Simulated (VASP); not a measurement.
All values below come from vdW-DF2, VASP's PBE PAW potentials (set 64) (plane waves; VASP).

The input files of a VASP run:

### POSCAR
```
Os
1.0
  1.3650000000  -2.3642490000   0.0000000000
  1.3650000000   2.3642490000   0.0000000000
  0.0000000000   0.0000000000   4.3200000000
Os
2
Cartesian
  1.3650000000   0.7880845762   1.0800000000
  1.3650000000  -0.7880845762   3.2400000000
```

**INCAR**
```
ZAB_VDW=-1.8867
LMAXMIX=6
LUSE_VDW=.True.
EDIFFG=-0.01   # ionic stop
LASPH=.True.   # aspherical one-centre terms
SIGMA=0.1   # width (eV)
EDIFF=1E-6   # SCF stop (eV)
ENCUT=520   # plane-wave cut-off (eV)
AGGAC=0.0
ISIF=3
NELM=100   # most electronic steps
PREC=Accurate
ISMEAR=1   # Methfessel-Paxton
ALGO=Normal
IBRION=2   # conjugate gradients
LWAVE=.False.
LREAL=.False.   # projection in real space or not
NSW=60   # most ionic steps
SYSTEM=Os
GGA=ML
LCHARG=.False.
```

**KPOINTS**
```
Regular mesh
0
gamma
14 14 8
0 0 0
```

POTCAR, in this order: Os (PBE.64 set). Program: vasp_std.

The resulting files:

**OSZICAR**
```
       N       E                     dE             d eps       ncg     rms          rms(c)
DAV:   1     0.116398483575E+03    0.11640E+03   -0.76665E+03  2880   0.128E+03
DAV:   2    -0.764715990503E+01   -0.12405E+03   -0.11218E+03  3036   0.404E+02
DAV:   3    -0.150207350002E+02   -0.73736E+01   -0.67949E+01  3504   0.809E+01
DAV:   4    -0.152076684824E+02   -0.18693E+00   -0.18545E+00  3028   0.136E+01
DAV:   5    -0.152097591489E+02   -0.20907E-02   -0.20894E-02  3388   0.119E+00    0.246E+01
DAV:   6    -0.143416069125E+02    0.86815E+00   -0.81319E-01  3124   0.953E+00    0.115E+01
DAV:   7    -0.140820092226E+02    0.25960E+00   -0.58635E-01  3376   0.763E+00    0.707E-01
DAV:   8    -0.140780655172E+02    0.39437E-02   -0.48904E-03  2992   0.557E-01    0.323E-01
DAV:   9    -0.140764263108E+02    0.16392E-02   -0.24384E-03  3032   0.452E-01    0.499E-02
DAV:  10    -0.140764992658E+02   -0.72955E-04   -0.89906E-05  3340   0.874E-02    0.121E-02
DAV:  11    -0.140764801818E+02    0.19084E-04   -0.73445E-06  3064   0.362E-02    0.599E-03
DAV:  12    -0.140764799971E+02    0.18466E-06   -0.12297E-07  1540   0.434E-03
   1 F= -.14076480E+02 E0= -.14076102E+02  d E =-.140765E+02
       N       E                     dE             d eps       ncg     rms          rms(c)
DAV:   1    -0.292388081289E+02   -0.15162E+02   -0.37690E+02  2992   0.155E+02    0.236E+01
DAV:   2    -0.124152972453E+02    0.16824E+02   -0.37784E+01  3040   0.592E+01    0.175E+01
DAV:   3    -0.114760550211E+02    0.93924E+00   -0.38631E+00  3800   0.166E+01    0.104E+01
DAV:   4    -0.115240175549E+02   -0.47963E-01   -0.14709E-01  3512   0.358E+00    0.360E+00
DAV:   5    -0.115444905372E+02   -0.20473E-01   -0.37629E-02  3388   0.180E+00    0.324E-01
DAV:   6    -0.115447183090E+02   -0.22777E-03   -0.10336E-03  3088   0.287E-01    0.107E-01
DAV:   7    -0.115447897616E+02   -0.71453E-04   -0.15879E-04  3212   0.102E-01    0.301E-02
DAV:   8    -0.115447960555E+02   -0.62939E-05   -0.27219E-05  3032   0.493E-02    0.435E-03
DAV:   9    -0.115447962294E+02   -0.17382E-06   -0.44345E-06  2748   0.222E-02
   2 F= -.11544796E+02 E0= -.11543888E+02  d E =0.253168E+01
       N       E                     dE             d eps       ncg     rms          rms(c)
DAV:   1    -0.236361851637E+02   -0.12091E+02   -0.23881E+02  2880   0.151E+02    0.449E+01
DAV:   2    -0.159254016955E+02    0.77108E+01   -0.12998E+01  3008   0.451E+01    0.634E+00
DAV:   3    -0.144269864037E+02    0.14984E+01   -0.34201E+00  3860   0.180E+01    0.606E+00
DAV:   4    -0.143696427302E+02    0.57344E-01   -0.31589E-01  4140   0.595E+00    0.335E+00
DAV:   5    -0.143901014719E+02   -0.20459E-01   -0.28258E-02  3300   0.183E+00    0.161E-01
DAV:   6    -0.143906494676E+02   -0.54800E-03   -0.13738E-03  3076   0.373E-01    0.721E-02
DAV:   7    -0.143906275250E+02    0.21943E-04   -0.73030E-05  3208   0.830E-02    0.137E-02
DAV:   8    -0.143906303834E+02   -0.28584E-05   -0.16471E-06  2280   0.126E-02    0.411E-03
DAV:   9    -0.143906321264E+02   -0.17430E-05   -0.66614E-07  1496   0.808E-03    0.215E-03
DAV:  10    -0.143906324550E+02   -0.32858E-06   -0.10510E-07  1468   0.396E-03
   3 F= -.14390632E+02 E0= -.14390059E+02  d E =-.314152E+00
       N       E                     dE             d eps       ncg     rms          rms(c)
DAV:   1    -0.144145190279E+02   -0.23887E-01   -0.37562E-01  2880   0.513E+00    0.135E+00
DAV:   2    -0.144022464223E+02    0.12273E-01   -0.15668E-02  2920   0.130E+00    0.530E-01
DAV:   3    -0.144000323647E+02    0.22141E-02   -0.85371E-03  3896   0.936E-01    0.987E-02
DAV:   4    -0.144000897918E+02   -0.57427E-04   -0.95288E-05  2976   0.759E-02    0.362E-02
DAV:   5    -0.144001284253E+02   -0.38633E-04   -0.42119E-05  3228   0.636E-02    0.105E-02
DAV:   6    -0.144001293050E+02   -0.87974E-06   -0.34018E-06  2884   0.173E-02
   4 F= -.14400129E+02 E0= -.14399580E+02  d E =-.323649E+00
       N       E                     dE             d eps       ncg     rms          rms(c)
DAV:   1    -0.144007880728E+02   -0.65965E-03   -0.11340E-02  2880   0.890E-01    0.238E-01
DAV:   2    -0.144004273538E+02    0.36072E-03   -0.46364E-04  2928   0.223E-01    0.944E-02
DAV:   3    -0.144003637323E+02    0.63622E-04   -0.25875E-04  3888   0.163E-01    0.166E-02
DAV:   4    -0.144003657107E+02   -0.19784E-05   -0.31634E-06  2780   0.140E-02    0.513E-03
DAV:   5    -0.144003665266E+02   -0.81593E-06   -0.10774E-06  1608   0.112E-02
   5 F= -.14400367E+02 E0= -.14399822E+02  d E =-.323887E+00
       N       E                     dE             d eps       ncg     rms          rms(c)
DAV:   1    -0.144004874607E+02   -0.12175E-03   -0.59650E-03  2880   0.647E-01    0.173E-01
DAV:   2    -0.144003015072E+02    0.18595E-03   -0.24070E-04  2932   0.161E-01    0.686E-02
DAV:   3    -0.144002691979E+02    0.32309E-04   -0.13526E-04  3892   0.118E-01    0.121E-02
DAV:   4    -0.144002702756E+02   -0.10777E-05   -0.15467E-06  1940   0.101E-02    0.314E-03
DAV:   5    -0.144002706792E+02   -0.40364E-06   -0.61257E-07  1452   0.998E-03
   6 F= -.14400271E+02 E0= -.14399729E+02  d E =-.323791E+00
       N       E                     dE             d eps       ncg     rms          rms(c)
DAV:   1    -0.144040158256E+02   -0.37456E-02   -0.29920E-01  2920   0.481E+00    0.291E-01
DAV:   2    -0.144014149630E+02    0.26009E-02   -0.28898E-03  3556   0.706E-01    0.145E-01
DAV:   3    -0.144006428490E+02    0.77211E-03   -0.13938E-03  3264   0.314E-01    0.296E-02
DAV:   4    -0.144006436849E+02   -0.83594E-06   -0.91706E-05  2976   0.129E-01    0.161E-02
DAV:   5    -0.144006433806E+02    0.30430E-06   -0.22200E-06  2300   0.154E-02
   7 F= -.14400643E+02 E0= -.14400132E+02  d E =-.372701E-03
       N       E                     dE             d eps       ncg     rms          rms(c)
DAV:   1    -0.144017387451E+02   -0.10951E-02   -0.54195E-02  2920   0.204E+00    0.124E-01
DAV:   2    -0.144012655569E+02    0.47319E-03   -0.52616E-04  3556   0.301E-01    0.616E-02
DAV:   3    -0.144011198518E+02    0.14571E-03   -0.25061E-04  3224   0.133E-01    0.125E-02
DAV:   4    -0.144011192070E+02    0.64487E-06   -0.16695E-05  2952   0.553E-02    0.671E-03
DAV:   5    -0.144011179942E+02    0.12127E-05   -0.36517E-07  1544   0.636E-03    0.128E-03
DAV:   6    -0.144011179767E+02    0.17545E-07   -0.46871E-08  1444   0.242E-03
   8 F= -.14401118E+02 E0= -.14400598E+02  d E =-.847297E-03
       N       E                     dE             d eps       ncg     rms          rms(c)
DAV:   1    -0.144030902468E+02   -0.19723E-02   -0.64312E-02  2880   0.212E+00    0.564E-01
DAV:   2    -0.144009542543E+02    0.21360E-02   -0.26592E-03  2920   0.533E-01    0.223E-01
DAV:   3    -0.144005656292E+02    0.38863E-03   -0.14623E-03  3892   0.387E-01    0.381E-02
DAV:   4    -0.144005749163E+02   -0.92871E-05   -0.18504E-05  2956   0.334E-02    0.119E-02
DAV:   5    -0.144005820214E+02   -0.71051E-05   -0.65244E-06  3152   0.251E-02    0.373E-03
DAV:   6    -0.144005828055E+02   -0.78413E-06   -0.49261E-07  1440   0.727E-03
   9 F= -.14400583E+02 E0= -.14400055E+02  d E =0.535171E-03
       N       E                     dE             d eps       ncg     rms          rms(c)
DAV:   1    -0.144024758102E+02   -0.18938E-02   -0.33502E-02  2880   0.153E+00    0.407E-01
DAV:   2    -0.144013986667E+02    0.10771E-02   -0.13775E-03  2920   0.386E-01    0.161E-01
DAV:   3    -0.144012059192E+02    0.19275E-03   -0.76350E-04  3864   0.280E-01    0.291E-02
DAV:   4    -0.144012115018E+02   -0.55826E-05   -0.93266E-06  2952   0.238E-02    0.972E-03
DAV:   5    -0.144012143570E+02   -0.28552E-05   -0.36289E-06  3012   0.188E-02    0.298E-03
DAV:   6    -0.144012141904E+02    0.16667E-06   -0.26315E-07  1440   0.525E-03
  10 F= -.14401214E+02 E0= -.14400692E+02  d E =-.962137E-04
```

OUTCAR:
```
------------------------ aborting loop because EDIFF is reached ----------------------------------------
  FORCE on cell =-STRESS in cart. coord.  units (eV):
  Direction    XX          YY          ZZ          XY          YZ          ZX
  --------------------------------------------------------------------------------------
  Total        0.0063437      0.0063437      0.0054170      0.0000000     -0.0000000     -0.0000000
  in kB        0.3305063      0.3305062      0.2822249      0.0000000     -0.0000000     -0.0000000
  external PRESSURE =       0.3144125 kB  Pullay stress =       0.0000000 kB
  volume of cell :       30.75
      direct lattice vectors                 reciprocal lattice vectors
     1.413138348 -2.447627028  0.000000000     0.353822399 -0.204279490  0.000000000
     1.413138348  2.447627028  0.000000000     0.353822399  0.204279490  0.000000000
    -0.000000000 -0.000000000  4.445442671    -0.000000000  0.000000000  0.224949476
 POSITION                                       TOTAL-FORCE (eV/Angst)
 -----------------------------------------------------------------------------------
      1.41314      0.81588      1.11136        -0.000000     -0.000000      0.000000
      1.41314     -0.81588      3.33408         0.000000      0.000000      0.000000
 -----------------------------------------------------------------------------------
    total drift:                               -0.000000      0.000037     -0.000020
  FREE ENERGIE OF THE ION-ELECTRON SYSTEM (eV)
  ---------------------------------------------------
  free  energy   TOTEN  =       -14.4012141904 eV

  energy  without entropy=      -14.3996479774  energy(sigma->0) =      -14.40069212

 reached required accuracy - stopping structural energy minimisation
```
(Selected blocks of OUTCAR.)

File CONTCAR:
```
Os
   1.00000000000000
     1.4131383484799753   -2.4476270278543515    0.0000000000000000
     1.4131383484799753    2.4476270278543515    0.0000000000000000
    -0.0000000000000000   -0.0000000000000000    4.4454426714041331
  Os
     2
Direct
     0.3333330000000032    0.6666669999999968    0.2500000000000000
     0.6666669999999968    0.3333330000000032    0.7500000000000000
```

Energy and stress use the plane-wave basis of the starting cell.

The compound is Os in the hcp structure. This run relaxes it. Symmetry was kept, so distortions that lower it aren't found.
